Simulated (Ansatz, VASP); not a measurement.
# SiO2 (Cristobalite) in two plane-wave programs

Wanted: the spread between two codes on one cell, functional and k mesh. The cell is taken from a series of runs on this material, whose earlier steps may have relaxed, scaled, displaced or heated it; both programs get it as it stands.

Method: plane waves, with VASP 6.6.1 beside it; LDA, in Ansatz 0.2.0.

## Step 1: The structure

It takes space group P4_12_12 (No. 92, tetragonal). Conventional cell: a = 5.092 Å, b = 5.092 Å, c = 6.977 Å, α = 90.00°, β = 90.00°, γ = 90.00°. O has 2 Si at 1.61 Å nearest. Si has 4 O at 1.61 Å nearest. Farther neighbours and most contacts between anions are not listed.

## Step 2: Ansatz: zone-centre phonons, LDA

Ansatz runs on its PAW soft_1 files.

Second derivatives magnify differences that forces hide, and they need a tight electronic threshold.

input.yaml reads:

```yaml
crystal:
  lattice:
    - [5.0916753046, 0.0, 0.0]
    - [0.0, 5.0916753046, 0.0]
    - [0.0, 0.0, 6.9767407867]
  atoms:
    - { symbol: O, position: [0.2421994902, 0.0861003023, 0.1714682404] }
    - { symbol: O, position: [0.4138996977, 0.7421994902, 0.4214682404] }
    - { symbol: O, position: [0.7578005098, 0.9138996977, 0.6714682404] }
    - { symbol: O, position: [0.5861003023, 0.2578005098, 0.9214682404] }
    - { symbol: O, position: [0.7421994902, 0.4138996977, 0.5785317596] }
    - { symbol: O, position: [0.9138996977, 0.7578005098, 0.3285317596] }
    - { symbol: O, position: [0.2578005098, 0.5861003023, 0.0785317596] }
    - { symbol: O, position: [0.0861003023, 0.2421994902, 0.8285317596] }
    - { symbol: Si, position: [0.2911760321, 0.2911760321, 0.0] }
    - { symbol: Si, position: [0.2088239679, 0.7911760321, 0.25] }
    - { symbol: Si, position: [0.7088239679, 0.7088239679, 0.5] }
    - { symbol: Si, position: [0.7911760321, 0.2088239679, 0.75] }
kpoints:
  mp_grid: { grid: [4, 4, 4] }
hamiltonian:
  xc: lda
  pseudopotentials: { kind: paw, azcp: { folder: soft_1 }, xc_functional: pbe }
scf:
  occupations: { method: fixed }
output:
  eigenvalues: true
phonons:
  method: dfpt
  dielectric: true
  rigid_motions: translations
```

The run is started by

```bash
> ansatz run input.yaml --threads 8 --pin off --max-ram 20480MiB --backend cpu --events-out ev --progress --plain --runs-dir out
```

Numbers of over 12 decimals in the logs are rounded to 6 here.

Log:

```text
Engine: ansatz 0.2.0, aarch64-unknown-linux-gnu
Pseudopotentials: kind: paw
Pseudopotential: O, paw, valence charge 6, recommended cutoff 420 eV (normal), soft_1/O.paw.azcp
Pseudopotential: Si, paw, valence charge 4, recommended cutoff 420 eV (normal), soft_1/Si.paw.azcp
Functional definition: SPW92
  exchange = slater_x
  correlation = pw_c
Crystal: 12 atoms, lattice volume = 180.873 Å³
Basis set: ecut = 420 eV, 3535 PW (Γ), exchange–correlation on 72×72×96 points (8 copies of the dense FFT grid, shifted against one another)
Bands: 44, of which v1, the nominal top of the filled ones, is band 32 counted from 1 (31 counted from 0)
Symmetry: 8 space group operations
k-points: 36 of 64 (irreducible under 1 space group operation, time reversal used)
Non-local potential: O, projectors of the file, l = 0: 2, l = 1: 2, l = 2: 1
Non-local potential: Si, projectors of the file, l = 0: 2, l = 1: 2, l = 2: 1
PAW form: soft (Blöchl's): semilocal exchange-correlation on the pseudo side does not see the compensation charge
PAW frozen core: O, regenerated for the run's functional, and the local potential with it (the file was generated under x = pbe(κ = 0.804, μ = 0.219515), c = pbe(β = 0.066725))
PAW frozen core: Si, regenerated for the run's functional, and the local potential with it (the file was generated under x = pbe(κ = 0.804, μ = 0.219515), c = pbe(β = 0.066725))
PAW one-centre angular grid: O, 110 points (default); XC on 64 Gauss nodes
PAW one-centre angular grid: Si, 110 points (default); XC on 64 Gauss nodes
Initial density: superposition of atomic densities (chi_scale 0.1, normalization cell, long waves kept (reshape's long-wave potential 0.01 eV rms))
Initial wavefunctions: pseudopotential atomic-orbital guess
Functional: x = slater, c = lda
SCF iter   1: F=—  HF=-6897.534347 eV  |F-HF|=—  |Δ(HF+E_count)|=         —  Δρ=1.18e-1  dr2=2.25e1  ethr=3.10e-3  ⟨swp⟩=4.9  Hψ=6283  notcnv=0  defer=332
preconditioner: auto → Resta (q_TF=auto, 2.295 Å⁻¹)  ε∞=2.5  [insulator: Δε(μ)=7.191 eV  Ē_g=17.860 eV  n_scr=36 (ndim 8)  ℏωp=22.1 eV  f_vac=0.148  ε∞_Penn≈2.5]
SCF iter   2: F=—  HF=-6891.112465 eV  |F-HF|=—  |Δ(HF+E_count)|=    6.42e0  Δρ=4.06e-2  dr2=1.20e0  ethr=3.10e-3  ⟨swp⟩=4.2  Hψ=4297  notcnv=0  defer=341
SCF iter   3: F=—  HF=-6890.830588 eV  |F-HF|=—  |Δ(HF+E_count)|=   2.82e-1  Δρ=1.85e-2  dr2=3.76e-1  ethr=1.88e-3  ⟨swp⟩=2.1  Hψ=1581  notcnv=0  defer=349
SCF iter   4: F=—  HF=-6890.744169 eV  |F-HF|=—  |Δ(HF+E_count)|=   8.64e-2  Δρ=1.51e-3  dr2=3.59e-3  ethr=5.87e-4  ⟨swp⟩=2.9  Hψ=2577  notcnv=0  defer=358
SCF iter   5: F=—  HF=-6890.746981 eV  |F-HF|=—  |Δ(HF+E_count)|=   2.81e-3  Δρ=3.32e-4  dr2=1.97e-4  ethr=5.61e-6  ⟨swp⟩=2.5  Hψ=2592  notcnv=0  defer=357
SCF iter   6: F=—  HF=-6890.747047 eV  |F-HF|=—  |Δ(HF+E_count)|=   6.58e-5  Δρ=7.27e-5  dr2=1.03e-5  ethr=3.09e-7  ⟨swp⟩=2.3  Hψ=2367  notcnv=0  defer=357
SCF iter   7: F=—  HF=-6890.747057 eV  |F-HF|=—  |Δ(HF+E_count)|=   1.05e-5  Δρ=9.74e-6  dr2=1.54e-7  ethr=1.61e-8  ⟨swp⟩=2.8  Hψ=2882  notcnv=0  defer=355
SCF iter   8: F=—  HF=-6890.747056 eV  |F-HF|=—  |Δ(HF+E_count)|=   1.48e-6  Δρ=2.16e-6  dr2=5.91e-9  ethr=2.41e-10  ⟨swp⟩=2.7  Hψ=2690  notcnv=0  defer=321
SCF iter   9: F=-6890.747056 eV  HF=-6890.747056 eV  |F-HF|=1.51e-10  |Δ(HF+E_count)|=   7.04e-9  Δρ=3.03e-7  dr2=9.20e-11  ethr=1.00e-12  ⟨swp⟩=17.8  Hψ=14059  notcnv=0
SCF 1 converged in 9 iterations: F = -6890.747056 eV  dr2 = 9.20e-11
  greatest PAW one-centre occupation: 0.854 electrons in one spin orbital (limit 2), on the O atom at site 0 (counted from 0), in its partial waves of l = 0
DFPT response loops at Γ: preconditioner auto → none (the input reference at scf.mixing.eps_inf says where Resta's filter doesn't serve); β = 0.50; Broyden in place of MSR1
SCF converged after 9 iterations
Free energy (F): -6890.747056 eV
Harris-Foulkes:  -6890.747056 eV  (|F-HF|=1.51e-10)
Internal energy: -6890.747056 eV  (E = F + TS)
E sigma→0 (E₀):  -6890.747056 eV
Fermi energy:    0.680333 eV
--- Per-component energies (eV) ---
  E_band       = -401.176763
  E_kinetic    = 1547.527190
  E_local      = -4699.973450  (includes V_loc(G=0)·N_el)
  E_nonlocal   = 529.336726
  E_hartree    = 1759.842764
  E_xc         = -789.627641
  E_vxc        = -919.871122  (∫ρ·V_xc dr)
  E_paw        = -3165.550127  (= ΣΔE_a)
  E_vpaw       = -377.888539  (= ΣTr[D̂ρ^β])
  E_aug_tail   = 0.006906  (compensation charges beyond the density's cutoff)
  E_ewald      = -2073.422118
  E_core_change = 1.112695  (= ΣΔE_core)
  E_smearing   = -0.000000  (= −TS)
  E_closure    = 0.000000  (closes the sum)
  Σ components = -6890.747056   (vs F -6890.747056, Δ=0.00e0)
--- Band table (eV; the first three rows and the last of 36) ---
[...]
k-point 2: bands = [... 28 lower, 0.1472, 0.1472, 0.2358, 0.2358, 7.2732, 7.2732, 9.8406, 9.8406, ... 8 higher]
  k-point 35: bands = [... 28 lower, -0.0085, -0.0085, -0.0085, -0.0085, 9.5352, 9.5352, 9.5352, 9.5352, ... 8 higher]
--- Phonons (Γ-DFPT): 5 representative perturbations + reference, on 36 of 64 k-points (Σ response iterations 19) ---
  k mesh reduced under 1 symmetry operation, with k and −k counted as one. Each operation leaves every solved perturbation unchanged. A smaller set is not considered because the run solves the response to a homogeneous field
  ASR residual: 3.606e-5 → 0.000e0 eV/Å²; symmetrization residual: 2.282e-6 eV/Å²
  ASR residual per site (eV/Å²): 3.61e-5 3.61e-5 3.61e-5 3.61e-5 3.61e-5 3.61e-5 3.61e-5 3.61e-5 1.57e-5 1.57e-5 1.57e-5 1.57e-5
  Γ frequencies (cm⁻¹): 0.00 0.00 0.00 34.53 96.52 120.05 120.05 199.22 263.91 263.91 273.38 287.12 354.50 354.50 354.84 355.21 378.19 405.15 440.29 440.29 457.72 591.96 591.96 762.51 776.28 776.78 777.28 777.28 1088.24 1093.27 1095.16 1095.16 1095.78 1144.26 1206.13 1206.13
  ε∞ (high-frequency dielectric tensor):
        2.232581     0.000000    -0.000000
        0.000000     2.232581    -0.000000
       -0.000000    -0.000000     2.208284
  ε⁰ (static dielectric tensor: ions relaxed, cell fixed):
        4.061225    -0.000000    -0.000000
       -0.000000     4.061225    -0.000000
       -0.000000    -0.000000     3.851595
  ε⁰ − ε∞ (ionic part):
        1.828643    -0.000000     0.000000
       -0.000000     1.828643    -0.000000
        0.000000    -0.000000     1.643310
  softest optical mode at Γ: 34.53 cm⁻¹; the repairs (sum rule, projections) moved no ω² at Γ by more than (1.57 cm⁻¹)²
  Born effective charges Z* (e; rows j = field, columns β = displacement):
    site 0:
        -1.03213   -0.13742    0.05402
        -0.19492   -2.37078    0.87431
         0.18148    0.88736   -1.65752
    site 1:
        -2.37078    0.19492   -0.87431
         0.13742   -1.03213    0.05402
        -0.88736    0.18148   -1.65752
    site 2:
        -1.03213   -0.13742   -0.05402
        -0.19492   -2.37078   -0.87431
        -0.18148   -0.88736   -1.65752
    site 3:
        -2.37078    0.19492    0.87431
         0.13742   -1.03213   -0.05402
         0.88736   -0.18148   -1.65752
    site 4:
        -1.03213    0.13742   -0.05402
         0.19492   -2.37078    0.87431
        -0.18148    0.88736   -1.65752
    site 5:
[...]
site 6:
[...]
site 7:
[...]
site 8:
[...]
site 9:
[...]
site 10:
[...]
site 11:
[...]
Z* charge neutrality: 3.206e-5 e pre-enforcement
  k-mesh period / interband length: 20.4 Å / 1.01 Å = 20.09 at k = (0.0000, 0.0000, 0.0000), direct gap 5.403 eV — 14 or more, which is no proof of convergence
  optical modes at Γ without the LO–TO term, one row a degenerate level:
      ω (cm⁻¹)  modes    IR ((D/Å)²/amu)
[...]
optical modes at Γ + LO–TO along q̂ = [1.0000, 0.0000, 0.0000]:
      ω (cm⁻¹)  modes    IR ((D/Å)²/amu)
[...]
optical modes at Γ + LO–TO along q̂ = [0.0000, 1.0000, 0.0000]:
      ω (cm⁻¹)  modes    IR ((D/Å)²/amu)
[...]
optical modes at Γ + LO–TO along q̂ = [0.0000, 0.0000, 1.0000]:
      ω (cm⁻¹)  modes    IR ((D/Å)²/amu)
[...]
777.28      2             0.0197
        788.83      1             2.6290
       1093.27      1             0.0000
       1095.16      2           124.0933
       1095.78      1             0.0000
       1144.26      1             0.0000
       1206.13      2             1.5607
       1235.11      1            68.0953
```

Reading the cycles: dr2 is the Hartree energy of the density residual (eV), the measure of convergence; HF is the Harris–Foulkes estimate of the energy, which meets the free energy F at convergence.

(Part 1 of 3 ends here.)

[Lines on the potential files, build, host, timing and source positions are cut from VASP's logs without a mark.]

[Logs are printed without paths, hosts, clocks, repeated set-up lines and the standing remarks that a program may print on its own settings, such as how far it seeks lower states.]

[Hosts, paths, dates, database ids (printed as entryN), source tags and the programs' standing remarks are cut or masked in the printed files.]
